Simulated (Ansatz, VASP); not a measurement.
**Cross-check of W2S2N (W2NS2 MXene bilayer, AA) between VASP and Ansatz**

One calculation is typed for both programs; each brings its own data sets. How far apart do they land? The structure shown is the start of the Ansatz relaxation below; VASP solves that cell, so the two are compared at the walk's first step.

Program: Ansatz 0.2.0. Level of theory: plane waves, with VASP 6.6.1 beside it; single point at LDA. Results are calculated unless marked as measured.

**1. Starting point**

The cell holds 10 atoms: 4 S, 4 W and 2 N. Its edges and angles: a = 3.054 Å, b = 3.054 Å, c = 60.954 Å, α = 90.0°, β = 90.0°, γ = 120.0°. Vacuum lies along c.

**2. Ansatz: relaxation, LDA**

Ansatz runs on its default PAW (the set named soft_2) files.

The two programs are compared at the cell with which this relaxation starts, whose forces are those of its first step.

input.yaml reads:

```yaml
crystal:
  lattice:
    - [3.053908, 0.0, 0.0]
    - [-1.526954, 2.6447619088, 0.0]
    - [0.0, 0.0, 60.9544193926]
  atoms:
    - { symbol: S, position: [0.3333333333, 0.6666666667, 0.3773311309] }
    - { symbol: W, position: [0.6666666667, 0.3333333333, 0.4065925713], spin: 1.0 }
    - { symbol: "N", position: [0.0, 0.0, 0.4263612894] }
    - { symbol: W, position: [0.3333333333, 0.6666666667, 0.4461300075], spin: 1.0 }
    - { symbol: S, position: [0.6666666667, 0.3333333333, 0.475391448] }
    - { symbol: S, position: [0.3333333333, 0.6666666667, 0.524608552] }
    - { symbol: W, position: [0.6666666667, 0.3333333333, 0.5538699925], spin: 1.0 }
    - { symbol: "N", position: [0.0, 0.0, 0.5736387106] }
    - { symbol: W, position: [0.3333333333, 0.6666666667, 0.5934074287], spin: 1.0 }
    - { symbol: S, position: [0.6666666667, 0.3333333333, 0.6226688691] }
  periodic: [true, true, false]
magnetization:
  spin_polarized: true
kpoints:
  mp_grid: { grid: [12, 12, 1] }
hamiltonian:
  xc: lda
scf:
  occupations: { method: fermi_dirac, width: 0.05 }
  convergence: { dr2_threshold: 1.0e-09 }
relax:
  f_tol: 0.004
  max_steps: 90
  cell: {}
output:
  write_potential: true
  write_density: true
  volumetric_format: npy
```

Started as:

```sh
$ ansatz run input.yaml --threads 4 --pin off --max-ram 6144MiB --backend cpu --events-out ev --progress --plain --runs-dir out
```

Numbers of over 12 decimals in the logs are rounded to 6 here.

The log of the run:

```text
Warning: relax.cell: scf.convergence.dr2_threshold = 1e-9 eV is looser than the 1.60585031324e-10 eV advised for a relaxation that steers and ends on the stress (1e-10 eV for each atom of the cell: 10, times the square of relax.cell.stress_2d_tol = 0.05 N/m over 25.0 Å (the atoms' height at the walk's start and 5 Å past either face), 2.004e-2 GPa, over a crystal's default 0.05). What an SCF threshold leaves in a stress goes as its square root, and in the free energy as the threshold itself, and one threshold admits the most on a small cell: [figures from the program's tests cut] Set scf.convergence.dr2_threshold to 1.60585031324e-10 eV or tighter. [rest of the remark cut]
Engine: ansatz 0.2.0, x86_64-unknown-linux-gnu
Pseudopotentials: kind: paw
Pseudopotential: S, paw, valence charge 6, recommended cutoff 420 eV (normal), S.paw.azcp
Pseudopotential: W, paw, valence charge 14, recommended cutoff 420 eV (normal), W.paw.azcp
Pseudopotential: N, paw, valence charge 5, recommended cutoff 420 eV (normal), N.paw.azcp
Functional definition: SPW92
  exchange = slater_x
  correlation = pw_c
Crystal: 10 atoms, lattice volume = 492.320 Å³
Basis set: ecut = 420 eV, 9539 PW (Γ)
Bands: 57, of which v1, the nominal top of the filled ones, is band 45 counted from 1 (44 counted from 0)
Symmetry: 12 space group operations
Space group: P-3m1 (ITA 164), of the structure as read, at distance tolerance 7.9e-5 Å
Magnetic group: BNS 164.85 (UNI 1315), of the structure as read, at distance tolerance 7.9e-5 Å
k-points: 19 of 144
Non-local potential: S, projectors of the file, l = 0: 2, l = 1: 2, l = 2: 2
Non-local potential: W, projectors of the file, l = 0: 3, l = 1: 2, l = 2: 2, l = 3: 1
Non-local potential: N, projectors of the file, l = 0: 2, l = 1: 2, l = 2: 1
PAW form: soft (Blöchl's): semilocal exchange-correlation on the pseudo side does not see the compensation charge
PAW frozen core: S, regenerated for the run's functional, and the local potential with it (the file was generated under x = pbe(κ = 0.804, μ = 0.219515), c = pbe(β = 0.066725))
PAW frozen core: W, regenerated for the run's functional, and the local potential with it (the file was generated under x = pbe(κ = 0.804, μ = 0.219515), c = pbe(β = 0.066725))
PAW frozen core: N, regenerated for the run's functional, and the local potential with it (the file was generated under x = pbe(κ = 0.804, μ = 0.219515), c = pbe(β = 0.066725))
PAW one-centre angular grid: S, 110 points (default); XC on 64 Gauss nodes
PAW one-centre angular grid: W, 590 points (default); XC on 64 Gauss nodes
PAW one-centre angular grid: N, 110 points (default); XC on 64 Gauss nodes
Initial density: superposition of atomic densities (neutral atoms: chi_scale 0, normalization atom)
Starting moments: Σ|m| = 4 μB on 4 of 10 sites
Initial wavefunctions: pseudopotential atomic-orbital guess
Functional: x = slater, c = lda
SCF iter   1: F=—  HF=-44750.863381 eV  |F-HF|=—  |Δ(HF+E_count)|=         —  Δρ=2.72e-2 (↑2.72e-2 ↓2.19e-2)  dr2=1.44e1  dr2_m=2.12e-1  M=1.866 μB ∫|m|=2.088 μB  β_m=0.30  ethr=3.10e-3  ⟨swp⟩=13.1  Hψ=14894  notcnv=0  defer=5
Mixer restart at iter 1: flushing history
preconditioner: auto → LDOS  [metal: Δε(μ)=0.046 eV  Ē_g=9.212 eV  σ=0.050 eV  W_gap=0.22  n_scr=38 (ndim 8)  ℏωp=12.7 eV  f_vac=0.694  D(μ)=5.76/eV (n_scr^D=28)]
spin=Collinear: LDOS preconditioning applied to the charge; magnetization (m = ρ↑ − ρ↓) channel mixes plain (no charge-response kernel on spin).
SCF iter   2: F=—  HF=-44749.080652 eV  |F-HF|=—  |Δ(HF+E_count)|=    1.78e0  Δρ=1.98e-2 (↑1.98e-2 ↓1.60e-2)  dr2=7.82e0  dr2_m=1.31e-1  M=1.652 μB ∫|m|=1.848 μB  β_m=0.60  ethr=3.10e-3  ⟨swp⟩=3.6  Hψ=4611  notcnv=0  defer=108
SCF iter   3: F=—  HF=-44747.547413 eV  |F-HF|=—  |Δ(HF+E_count)|=    1.53e0  Δρ=3.65e-3 (↑3.65e-3 ↓3.51e-3)  dr2=3.24e-1  dr2_m=2.66e-2  M=0.848 μB ∫|m|=0.967 μB  β_m=0.59  ethr=3.10e-3  ⟨swp⟩=3.9  Hψ=4860  notcnv=0  defer=108
SCF iter   4: F=—  HF=-44747.610541 eV  |F-HF|=—  |Δ(HF+E_count)|=   6.31e-2  Δρ=2.23e-3 (↑1.81e-3 ↓2.23e-3)  dr2=3.04e-2  dr2_m=1.23e-2  M=0.567 μB ∫|m|=0.659 μB  β_m=0.79  ethr=3.60e-4  ⟨swp⟩=3.8  Hψ=5455  notcnv=0  defer=92
SCF iter   5: F=—  HF=-44747.673150 eV  |F-HF|=—  |Δ(HF+E_count)|=         —  Δρ=1.91e-3 (↑1.91e-3 ↓1.49e-3)  dr2=5.84e-3  dr2_m=1.17e-2  M=0.063 μB ∫|m|=0.100 μB  β_m=0.79  ethr=3.38e-5  ⟨swp⟩=3.3  Hψ=5514  notcnv=0  defer=88
[...]
basis re-selected at this cell: Δ(F+E_penalty+E_count) = +1.487e-4 eV, ΔP = -0.002 N/m vs the last step (what re-selecting the basis moved, of the pressure what is left beyond the Pulay correction that the steps carried, after the strain that the cell walked since its last selection, with what the two solves' SCF thresholds leave and, on support functions, any second-order correction that the steps lacked; it is no m [...]
WARN: The output density's exchange-correlation potential varies sharply where the density is thin. Do not read a vacuum level from v_tot or v_xc, or from such a field of the output density. On a cell that repeats whose density bears no net charge and no dipole along the vacuum's axis use v_es (v_loc + v_h of the components); under efield.dipole_correction with no amplitude use v_es + v_field, which holds any externa [...]
SCF converged after 4 iterations
Magnetization: 0.0000 μB (45.0000 up, 45.0000 down)
Absolute magnetization: 0.0000 μB (∫|ρ↑−ρ↓|, with the PAW one-centre terms)
Spin contamination: 0.0000 ħ² per cell (⟨S²⟩ above its minimum at these occupations)
Per-site moments (μB) at R_I (Å): [(-1.7862262534768963e-8, 0.979261), (3.209700507516944e-8, 0.910503), (1.0119727032864102e-8, 0.907816), (2.0608497227158905e-8, 0.907816), (-7.69954139859208e-9, 0.979911), (-7.699541340655992e-9, 0.979911), (2.0608497186779865e-8, 0.907816), (1.0119727026636287e-8, 0.907816), (3.2097005065299336e-8, 0.910503), (-1.7862262563590238e-8, 0.979261)]
Free energy (F): -44748.957242 eV
Harris-Foulkes:  -44748.957242 eV  (|F-HF|=2.76e-10)
Internal energy: -44748.916611 eV  (E = F + TS)
E sigma→0 (E₀):  -44748.936926 eV
Entropy (-TS):   -0.040630 eV (-4.063 meV/atom)
Fermi energy:    -5.203209 eV
--- Per-component energies (eV) ---
  E_band       = -2386.536641
  E_kinetic    = 2514.973577
  E_local      = -922376.740658  (includes V_loc(G=0)·N_el)
  E_nonlocal   = 238.632488
  E_hartree    = 459644.715559
  E_xc         = -1571.551219
  E_vxc        = -1468.252556  (∫ρ·V_xc dr)
  E_paw        = -35750.996870  (= ΣΔE_a)
  E_vpaw       = -584.580604  (= ΣTr[D̂ρ^β])
  E_aug_tail   = -0.000069  (compensation charges beyond the density's cutoff)
  E_ewald      = 452550.145091
  E_core_change = 1.905490  (= ΣΔE_core)
  E_smearing   = -0.040630  (= −TS)
  E_closure    = -0.000000  (closes the sum)
  Σ components = -44748.957242   (vs F -44748.957242, Δ=0.00e0)
--- Forces (eV/Å), atoms counted from 1 ---
  atom   1  S     -0.00000000    -0.00000000    -0.00028472
  atom   2  W      0.00000000     0.00000000     0.00002671
  atom   3  N      0.00000000     0.00000000    -0.00007248
  atom   4  W     -0.00000000    -0.00000000    -0.00028754
  atom   5  S      0.00000000     0.00000000    -0.00018803
  atom   6  S     -0.00000000    -0.00000000     0.00018803
  atom   7  W      0.00000000     0.00000000     0.00028754
  atom   8  N     -0.00000000    -0.00000000     0.00007248
  atom   9  W     -0.00000000    -0.00000000    -0.00002671
  atom  10  S      0.00000000     0.00000000     0.00028472
  max |Σ_I F_I| component: 4.63e-17 eV/Å
--- 2D stress c σ (N/m, compression-positive) ---
       -0.002236       0.000000      -0.000000
        0.000000      -0.002236       0.000000
       -0.000000       0.000000      -0.000000
  P = ½ c Tr σ = -0.0022 N/m
--- Band table (eV; the first three rows and the last of 38) ---
  k-point 0 ↑: bands = [... 41 lower, -5.9875, -5.8854, -5.8854, -5.8744, -5.8744, -5.8438, -5.5912, -5.0549, ... 8 higher]
  k-point 1 ↑: bands = [... 41 lower, -6.7370, -5.7073, -5.5767, -5.5074, -5.4074, -5.2008, -5.1740, -5.0759, ... 8 higher]
  k-point 2 ↑: bands = [... 41 lower, -7.0189, -6.3731, -6.1103, -5.4752, -5.3810, -5.3235, -5.3042, -4.4917, ... 8 higher]
  k-point 18 ↓: bands = [... 41 lower, -5.3854, -4.9734, -4.9734, -4.9146, -4.9146, -4.4944, -4.1887, -3.4987, ... 8 higher]
  the weakly bound empty levels are not read free of the cell's end (no_gap_told)
--- Relaxed structure (10 steps of the walk, 9 accepted, 2 SCFs on fresh bases) ---
  F+E_penalty+E_count = -44748.95724162 eV   max|allowed force component| = 2.875e-4 eV/Å   (the final SCF, on the basis selected at the relaxed cell)
  cell:  # Å, volume = 464.3176 Å³
    - [2.965785, 0.0, 0]
    - [-1.482893, 2.568445, 0]
    - [0, 0, 60.9544193926]
  atoms:
    - { symbol: S, position: [0.333333, 0.666667, 0.375552] }
    - { symbol: W, position: [0.666667, 0.333333, 0.402529] }
    - { symbol: N, position: [-2.5115126161887695e-18, 0, 0.425380] }
    - { symbol: W, position: [0.333333, 0.666667, 0.448061] }
    - { symbol: S, position: [0.666667, 0.333333, 0.475075] }
    - { symbol: S, position: [0.333333, 0.666667, 0.524925] }
    - { symbol: W, position: [0.666667, 0.333333, 0.551939] }
    - { symbol: N, position: [2.5115126161887664e-18, 0, 0.574620] }
    - { symbol: W, position: [0.333333, 0.666667, 0.597471] }
    - { symbol: S, position: [0.666667, 0.333333, 0.624448] }
```

The column dr2 measures how far the density is from self-consistency, as an energy; F and HF (Harris–Foulkes) agree once it is small.

[end of part 1 of 2]

[Lines on the potential files, build, host, timing and source positions are cut from VASP's logs without a mark.]

[Logs are printed without paths, hosts, clocks, repeated set-up lines and the standing remarks that a program may print on its own settings, such as how far it seeks lower states.]

[Hosts, paths, dates, database ids (printed as entryN), source tags and the programs' standing remarks are cut or masked in the printed files.]
